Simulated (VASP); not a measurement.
Output of a VASP run:

File OUTCAR:
```
 ion  position               nearest neighbor table
   1  0.500  0.000  0.000-  33 1.54  46 1.57  54 1.57  62 1.57
   2  0.754  0.244  0.003-  44 1.54  33 1.56  55 1.62  34 1.63
   3  0.757  0.000  0.250-  39 1.55  35 1.59  49 1.60  33 1.64
   4  0.000  0.000  0.000-  36 1.57  39 1.57  44 1.57  63 1.57
   5  0.250  0.250  0.000-  37 1.57  36 1.57  54 1.57  60 1.57
   6  0.503  0.500  0.004-  38 1.52  37 1.53  55 1.57  61 1.60
   7  0.750  0.750  0.000-  39 1.57  56 1.57  62 1.57  38 1.59
   8  0.250  0.000  0.250-  36 1.57  46 1.57  57 1.57  40 1.59
   9  0.503  0.257  0.252-  64 1.48  37 1.57  40 1.57  33 1.58
  10  0.743  0.494  0.251-  38 1.53  64 1.57  34 1.57  41 1.64
  11  0.503  0.007  0.493-  40 1.52  49 1.56  42 1.58  59 1.64
  12  0.744  0.247  0.494-  64 1.53  35 1.57  42 1.57  43 1.68
  13  0.750  0.000  0.750-  42 1.50  44 1.57  53 1.57  62 1.57
  14  0.000  0.500  0.000-  34 1.54  45 1.57  56 1.57  60 1.57
  15  0.250  0.750  0.000-  45 1.57  46 1.57  61 1.57  63 1.57
  16  0.000  0.250  0.250-  35 1.53  34 1.55  36 1.57  47 1.57
  17  0.249  0.501  0.251-  48 1.51  47 1.57  45 1.57  37 1.61
  18  0.502  0.757  0.253-  49 1.52  46 1.56  48 1.63  38 1.64
  19  0.000  0.000  0.500-  35 1.55  50 1.57  53 1.57  57 1.57
  20  0.243  0.245  0.496-  50 1.54  47 1.55  40 1.58  51 1.61
  21  0.497  0.501  0.495-  64 1.55  48 1.56  51 1.57  52 1.60
  22  0.754  0.749  0.501-  53 1.55  41 1.56  52 1.58  49 1.60
  23  0.250  0.000  0.750-  50 1.57  54 1.57  59 1.57  63 1.57
  24  0.506  0.250  0.756-  55 1.52  54 1.57  51 1.59  42 1.61
  25  0.747  0.496  0.749-  52 1.54  55 1.55  43 1.56  56 1.60
  26  0.000  0.750  0.250-  41 1.53  39 1.57  45 1.57  57 1.57
  27  0.000  0.500  0.500-  43 1.55  47 1.57  58 1.57  41 1.59
  28  0.250  0.750  0.500-  57 1.57  58 1.57  59 1.57  48 1.57
  29  0.000  0.250  0.750-  43 1.54  44 1.57  50 1.57  60 1.57
  30  0.250  0.500  0.750-  58 1.57  60 1.57  61 1.57  51 1.64
  31  0.500  0.750  0.750-  59 1.57  61 1.57  62 1.57  52 1.61
  32  0.000  0.750  0.750-  53 1.57  56 1.57  58 1.57  63 1.57
  33  0.620  0.127  0.122-   1 1.54   2 1.56   9 1.58   3 1.64
  34  0.881  0.380  0.129-  14 1.54  16 1.55  10 1.57   2 1.63
  35  0.881  0.129  0.376-  16 1.53  19 1.55  12 1.57   3 1.59
  36  0.125  0.125  0.125-   4 1.57   5 1.57   8 1.57  16 1.57
  37  0.379  0.376  0.120-   6 1.53   9 1.57   5 1.57  17 1.61
  38  0.628  0.618  0.125-   6 1.52  10 1.53   7 1.59  18 1.64
  39  0.875  0.875  0.125-   3 1.55   4 1.57   7 1.57  26 1.57
  40  0.380  0.126  0.374-  11 1.52   9 1.57  20 1.58   8 1.59
  41  0.877  0.630  0.372-  26 1.53  22 1.56  27 1.59  10 1.64
  42  0.632  0.119  0.629-  13 1.50  12 1.57  11 1.58  24 1.61
  43  0.881  0.378  0.629-  29 1.54  27 1.55  25 1.56  12 1.68
  44  0.875  0.125  0.875-   2 1.54   4 1.57  13 1.57  29 1.57
  45  0.125  0.625  0.125-  17 1.57  15 1.57  14 1.57  26 1.57
  46  0.375  0.875  0.125-  18 1.56   8 1.57  15 1.57   1 1.57
  47  0.125  0.375  0.375-  20 1.55  17 1.57  16 1.57  27 1.57
  48  0.369  0.621  0.372-  17 1.51  21 1.56  28 1.57  18 1.63
  49  0.625  0.875  0.375-  18 1.52  11 1.56  22 1.60   3 1.60
  50  0.125  0.125  0.625-  20 1.54  19 1.57  23 1.57  29 1.57
  51  0.380  0.368  0.620-  21 1.57  24 1.59  20 1.61  30 1.64
  52  0.629  0.621  0.624-  25 1.54  22 1.58  21 1.60  31 1.61
  53  0.875  0.875  0.625-  22 1.55  19 1.57  13 1.57  32 1.57
  54  0.375  0.125  0.875-   1 1.57   5 1.57  23 1.57  24 1.57
  55  0.625  0.375  0.875-  24 1.52  25 1.55   6 1.57   2 1.62
  56  0.875  0.625  0.875-   7 1.57  14 1.57  32 1.57  25 1.60
  57  0.125  0.875  0.375-   8 1.57  19 1.57  26 1.57  28 1.57
  58  0.125  0.625  0.625-  27 1.57  28 1.57  30 1.57  32 1.57
  59  0.375  0.875  0.625-  23 1.57  28 1.57  31 1.57  11 1.64
  60  0.125  0.375  0.875-   5 1.57  14 1.57  29 1.57  30 1.57
  61  0.375  0.625  0.875-  15 1.57  30 1.57  31 1.57   6 1.60
  62  0.625  0.875  0.875-   1 1.57   7 1.57  13 1.57  31 1.57
  63  0.125  0.875  0.875-   4 1.57  15 1.57  23 1.57  32 1.57
  64  0.618  0.370  0.377-   9 1.48  12 1.53  21 1.55  10 1.57
 Subroutine IBZKPT returns following result:
 Found      1 irreducible k-points:

 Following reciprocal coordinates:
            Coordinates               Weight
  0.000000  0.000000  0.000000      1.000000
   k-points           NKPTS =      1   k-points in BZ     NKDIM =      1   number of bands    NBANDS=    159
   number of dos      NEDOS =    301   number of ions     NIONS =     64
   total plane-waves  NPLWV =  46656
   dimension x,y,z NGX =    36 NGY =   36 NGZ =   36
   dimension x,y,z NGXF=    72 NGYF=   72 NGZF=   72
   ions per type =              32  31   1
   PREC   = normal    normal or accurate (medium, high low for compatibility)
   ISTART =      0    job   : 0-new  1-cont  2-samecut
   ICHARG =      2    charge: 1-file 2-atom 10-const
...
```

File OSZICAR:
```
...
RMM:   5    -0.559476655275E+03   -0.10648E-04   -0.11516E-04   595   0.246E-02    0.179E-02
RMM:   6    -0.559476654654E+03    0.62091E-06   -0.22206E-05   423   0.974E-03
  14 F= -.55947665E+03 E0= -.55947665E+03  d E =-.501945E-02  mag=     1.0000
       N       E                     dE             d eps       ncg     rms          rms(c)
DAV:   1    -0.559476682533E+03   -0.27258E-04   -0.44942E-03   744   0.189E-01    0.219E-02
RMM:   2    -0.559476681171E+03    0.13622E-05   -0.78568E-05   625   0.239E-02    0.833E-03
RMM:   3    -0.559476681425E+03   -0.25450E-06   -0.10912E-05   379   0.864E-03    0.458E-03
RMM:   4    -0.559476681252E+03    0.17307E-06   -0.17596E-06   368   0.323E-03
  15 F= -.55947668E+03 E0= -.55947668E+03  d E =-.504605E-02  mag=     1.0000
       N       E                     dE             d eps       ncg     rms          rms(c)
DAV:   1    -0.559478366944E+03   -0.16855E-02   -0.45403E-01   664   0.192E+00    0.158E-01
RMM:   2    -0.559478850132E+03   -0.48319E-03   -0.78898E-03   636   0.249E-01    0.788E-02
RMM:   3    -0.559478864310E+03   -0.14179E-04   -0.10113E-03   636   0.860E-02    0.433E-02
RMM:   4    -0.559478859934E+03    0.43762E-05   -0.20120E-04   642   0.335E-02    0.217E-02
RMM:   5    -0.559478864424E+03   -0.44900E-05   -0.38338E-05   453   0.150E-02
  16 F= -.55947886E+03 E0= -.55947886E+03  d E =-.218317E-02  mag=     1.0000
       N       E                     dE             d eps       ncg     rms          rms(c)
DAV:   1    -0.559478870871E+03   -0.10937E-04   -0.16979E-03   744   0.118E-01    0.104E-02
RMM:   2    -0.559478871864E+03   -0.99367E-06   -0.25735E-05   420   0.143E-02    0.489E-03
RMM:   3    -0.559478871651E+03    0.21300E-06   -0.33094E-06   370   0.492E-03    0.246E-03
RMM:   4    -0.559478871599E+03    0.51972E-07   -0.32648E-07   182   0.186E-03
  17 F= -.55947887E+03 E0= -.55947887E+03  d E =-.219035E-02  mag=     1.0000
       N       E                     dE             d eps       ncg     rms          rms(c)
DAV:   1    -0.559479840218E+03   -0.96857E-03   -0.16234E-01   664   0.114E+00    0.128E-01
RMM:   2    -0.559479788972E+03    0.51246E-04   -0.27033E-03   636   0.142E-01    0.503E-02
RMM:   3    -0.559479795966E+03   -0.69941E-05   -0.37899E-04   636   0.512E-02    0.264E-02
RMM:   4    -0.559479793923E+03    0.20433E-05   -0.73335E-05   543   0.200E-02
  18 F= -.55947979E+03 E0= -.55947979E+03  d E =-.922323E-03  mag=     1.0000
       N       E                     dE             d eps       ncg     rms          rms(c)
DAV:   1    -0.559479807791E+03   -0.11825E-04   -0.22956E-03   744   0.134E-01    0.187E-02
RMM:   2    -0.559479806054E+03    0.17372E-05   -0.41821E-05   477   0.176E-02    0.864E-03
RMM:   3    -0.559479806417E+03   -0.36252E-06   -0.65129E-06   379   0.651E-03    0.530E-03
RMM:   4    -0.559479806384E+03    0.32549E-07   -0.92792E-07   257   0.233E-03
  19 F= -.55947981E+03 E0= -.55947981E+03  d E =-.934785E-03  mag=     1.0000
       N       E                     dE             d eps       ncg     rms          rms(c)
DAV:   1    -0.559480201697E+03   -0.39528E-03   -0.85147E-02   664   0.832E-01    0.795E-02
RMM:   2    -0.559480234183E+03   -0.32486E-04   -0.13255E-03   636   0.101E-01    0.350E-02
RMM:   3    -0.559480237428E+03   -0.32452E-05   -0.19119E-04   638   0.361E-02    0.182E-02
RMM:   4    -0.559480237730E+03   -0.30159E-06   -0.37146E-05   451   0.140E-02
  20 F= -.55948024E+03 E0= -.55948024E+03  d E =-.431346E-03  mag=     1.0000
```

**OUTCAR**
```
------------------------ aborting loop because EDIFF is reached ----------------------------------------
  FORCE on cell =-STRESS in cart. coord.  units (eV):
  Direction    XX          YY          ZZ          XY          YZ          ZX
  --------------------------------------------------------------------------------------
  Total      -10.1625352     -7.2985702    -10.8122730     -6.0545802     -5.6727329      0.1483354
  in kB      -42.7463508    -30.6997452    -45.4793226    -25.4671894    -23.8610373      0.6239384
  external PRESSURE =     -39.6418062 kB  Pullay stress =       0.0000000 kB
  volume of cell :      380.90
      direct lattice vectors                 reciprocal lattice vectors
     7.248884826  0.000000000  0.000000000     0.137952254  0.000000000  0.000000000
     0.000000000  7.248884826  0.000000000     0.000000000  0.137952254  0.000000000
     0.000000000  0.000000000  7.248884826     0.000000000  0.000000000  0.137952254
  FREE ENERGIE OF THE ION-ELECTRON SYSTEM (eV)
  ---------------------------------------------------
  free  energy   TOTEN  =      -559.4802377299 eV

  energy  without entropy=     -559.4802377296  energy(sigma->0) =     -559.48023773

 total charge

# of ion       s       p       d       tot
------------------------------------------
    1        0.674   1.337   0.000   2.011
    2        0.669   1.341   0.000   2.010
    3        0.668   1.337   0.000   2.004
    4        0.672   1.355   0.000   2.027
    5        0.675   1.347   0.000   2.022
    6        0.668   1.336   0.000   2.004
    7        0.679   1.379   0.000   2.058
    8        0.674   1.337   0.000   2.011
    9        0.731   1.418   0.000   2.149
   10        0.710   1.465   0.000   2.175
   11        0.668   1.337   0.000   2.005
   12        0.700   1.507   0.000   2.207
   13        0.679   1.384   0.000   2.063
   14        0.675   1.358   0.000   2.033
   15        0.671   1.352   0.000   2.023
   16        0.665   1.329   0.000   1.994
   17        0.667   1.336   0.000   2.003
   18        0.666   1.330   0.000   1.996
   19        0.680   1.386   0.000   2.066
   20        0.669   1.341   0.000   2.010
   21        0.709   1.469   0.000   2.178
   22        0.669   1.344   0.000   2.013
   23        0.672   1.355   0.000   2.027
   24        0.665   1.328   0.000   1.993
   25        0.667   1.337   0.000   2.004
   26        0.673   1.341   0.000   2.014
   27        0.667   1.338   0.000   2.005
   28        0.679   1.382   0.000   2.061
   29        0.675   1.358   0.000   2.032
   30        0.675   1.358   0.000   2.034
   31        0.673   1.342   0.000   2.015
   32        0.673   1.360   0.000   2.033
   33        1.229   2.667   0.000   3.896
   34        1.225   2.690   0.000   3.915
   35        1.224   2.724   0.000   3.948
   36        1.222   2.716   0.000   3.938
   37        1.228   2.677   0.000   3.906
   38        1.225   2.718   0.000   3.943
   39        1.221   2.717   0.000   3.938
   40        1.229   2.668   0.000   3.897
   41        1.227   2.668   0.000   3.895
   42        1.224   2.721   0.000   3.944
   43        1.225   2.683   0.000   3.909
   44        1.221   2.717   0.000   3.938
   45        1.221   2.718   0.000   3.940
   46        1.222   2.719   0.000   3.940
   47        1.220   2.718   0.000   3.938
   48        1.225   2.722   0.000   3.947
...
```
(Selected blocks of OUTCAR.)

POSCAR:
```
B32N31Si
1
    7.2488848259     0.0000000000     0.0000000000
    0.0000000000     7.2488848259     0.0000000000
   -0.0000000000    -0.0000000000     7.2488848259
B N Si
32 31 1
Direct
  0.5000000000   0.0000000000   0.0000000000
  0.7542500000   0.2443960000   0.0027680000
  0.7565400000   0.0004990000   0.2501000000
  0.0000000000   0.0000000000   0.0000000000
  0.2500000000   0.2500000000   0.0000000000
  0.5034640000   0.5003420000   0.0042300000
  0.7500000000   0.7500000000   0.0000000000
  0.2500000000   0.0000000000   0.2500000000
  0.5027990000   0.2568010000   0.2518910000
  0.7431490000   0.4940840000   0.2509450000
  0.5032700000   0.0068770000   0.4934210000
  0.7441190000   0.2469870000   0.4942700000
  0.7500000000   0.0000000000   0.7500000000
  0.0000000000   0.5000000000   0.0000000000
  0.2500000000   0.7500000000   0.0000000000
  0.0000000000   0.2500000000   0.2500000000
  0.2494390000   0.5006050000   0.2510590000
  0.5020570000   0.7566080000   0.2529940000
  0.0000000000   0.0000000000   0.5000000000
  0.2433970000   0.2446250000   0.4964780000
  0.4971070000   0.5005510000   0.4946640000
  0.7544840000   0.7493610000   0.5014570000
  0.2500000000   0.0000000000   0.7500000000
  0.5055630000   0.2502700000   0.7560440000
  0.7473140000   0.4963830000   0.7486340000
  0.0000000000   0.7500000000   0.2500000000
  0.0000000000   0.5000000000   0.5000000000
  0.2500000000   0.7500000000   0.5000000000
  0.0000000000   0.2500000000   0.7500000000
  0.2500000000   0.5000000000   0.7500000000
  0.5000000000   0.7500000000   0.7500000000
  0.0000000000   0.7500000000   0.7500000000
  0.6196410000   0.1265320000   0.1221840000
  0.8809870000   0.3797330000   0.1291490000
  0.8812910000   0.1288130000   0.3762530000
  0.1250000000   0.1250000000   0.1250000000
  0.3787780000   0.3756750000   0.1202730000
  0.6279950000   0.6183040000   0.1251820000
  0.8750000000   0.8750000000   0.1250000000
  0.3797080000   0.1264600000   0.3743830000
  0.8773430000   0.6298060000   0.3716110000
  0.6318420000   0.1194690000   0.6291040000
  0.8806610000   0.3780770000   0.6289370000
  0.8750000000   0.1250000000   0.8750000000
  0.1250000000   0.6250000000   0.1250000000
  0.3750000000   0.8750000000   0.1250000000
  0.1250000000   0.3750000000   0.3750000000
  0.3685730000   0.6208280000   0.3717210000
  0.6250000000   0.8750000000   0.3750000000
  0.1250000000   0.1250000000   0.6250000000
  0.3799040000   0.3682310000   0.6198080000
  0.6289510000   0.6208770000   0.6242010000
  0.8750000000   0.8750000000   0.6250000000
  0.3750000000   0.1250000000   0.8750000000
  0.6250000000   0.3750000000   0.8750000000
  0.8750000000   0.6250000000   0.8750000000
  0.1250000000   0.8750000000   0.3750000000
  0.1250000000   0.6250000000   0.6250000000
  0.3750000000   0.8750000000   0.6250000000
  0.1250000000   0.3750000000   0.8750000000
  0.3750000000   0.6250000000   0.8750000000
  0.6250000000   0.8750000000   0.8750000000
  0.1250000000   0.8750000000   0.8750000000
  0.6183380000   0.3700150000   0.3770100000
```

**Question.** Write an INCAR and KPOINTS that could have produced this output.

**Answer.** This is not unique; one that fits is the input of the run itself, PBE GGA, plane waves, VASP's PBE PAW potentials (set 64).

KPOINTS:
```
Automatic mesh
0
G
1 1 1
```

INCAR:
```
SYSTEM = B32N31Si
PREC = Normal
ENCUT = 400
EDIFF = 1E-5
NELM = 100
ALGO = Fast
LREAL = Auto
LASPH = .TRUE.
ISMEAR = 0
SIGMA = 0.05
GGA = PE
LWAVE = .FALSE.
LCHARG = .FALSE.
NELMIN = 4
ISYM = 0
NELECT = 253.0
ISPIN = 2
NUPDOWN = 1
MAGMOM = 64*0.0156
LORBIT = 10
IBRION = 2
ISIF = 2
NSW = 60
EDIFFG = -0.03
```

POTCAR, in this order: B N Si (PBE.64 set). Program: vasp_gam.

At this cut-off the stress carries a Pulay error, which pulls relaxed volumes low. The cell is charged, with a uniform compensating background. The supercell is sampled at Γ alone, which is coarse: total energies, pressure and levels can be off, energies of defects by several tenths of an eV.

The cell is a supercell with a defect, built from BN (zinc blende): Si_N, charge +2.
